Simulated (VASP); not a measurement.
Write the native input for VASP 6.6.1 that does the following.

```yaml
Task: single point
Functional: r2SCAN
Potentials_or_basis: VASP PAW PBE potentials, release 64 (La, Lu, N)
Cutoff: 520 eV
k_mesh: 8 × 8 × 4
Occupations: gaussian, width 0.1 eV
Spin: no spin polarisation
Further_INCAR_settings: ALGO = Normal; EDIFF = 1e-06; NBANDS = 56
```

The structure of LaLuN2 lies in POSCAR:

```
LaLuN2
1.0
    3.5510000000      0.0000000000      0.0000000000
    0.0000000000      3.5510000000      0.0000000000
    0.0000000000      0.0000000000     10.3934100000
La Lu N
2 2 4
Direct
    0.0000000000      0.5000000000      0.8534900000
    0.5000000000      0.0000000000      0.1465100000
    0.0000000000      0.5000000000      0.3884650000
    0.5000000000      0.0000000000      0.6115350000
    0.5000000000      0.0000000000      0.8356700000
    0.0000000000      0.5000000000      0.6123260000
    0.5000000000      0.0000000000      0.3876740000
    0.0000000000      0.5000000000      0.1643300000
```

The cell was built by a generator and needn't be a form met in nature.

The input as run:

INCAR

```
PREC = Accurate
ENCUT = 520
EDIFF = 1E-6
ISMEAR = 0
SIGMA = 0.1
LREAL = False
LASPH = True
NELM = 150
ALGO = Normal
ISIF = 2
LWAVE = False
LCHARG = False
METAGGA = R2SCAN
LMIXTAU = True
NBANDS = 56
KPAR = 4
```

KPOINTS

```
Automatic mesh
0
Gamma
  8 8 4
```

Potentials or basis: VASP PAW PBE potentials, release 64 (La, Lu, N).

Run with:

```sh
$ cat potpaw_PBE.64/La/POTCAR potpaw_PBE.64/Lu/POTCAR potpaw_PBE.64/N/POTCAR > POTCAR
$ mpirun -np 4 vasp_std > vasp.out
```

Results of the run:

```
Pressure               : -1.3 GPa
Largest force          : 0.078 eV/Å
Band gap on the k mesh : 0.17 eV, indirect (least direct gap 0.55 eV)
```

Caveat: the PAW data sets were made with another functional, which shifts forces and pressure a little; spin-orbit coupling is left out, which moves the levels of the heavy elements.

Run time: 5.1 min on 4 MPI ranks on Intel(R) Xeon(R) Platinum 8559C (Emerald Rapids), on a shared host, peak memory 0.46 GiB a rank.
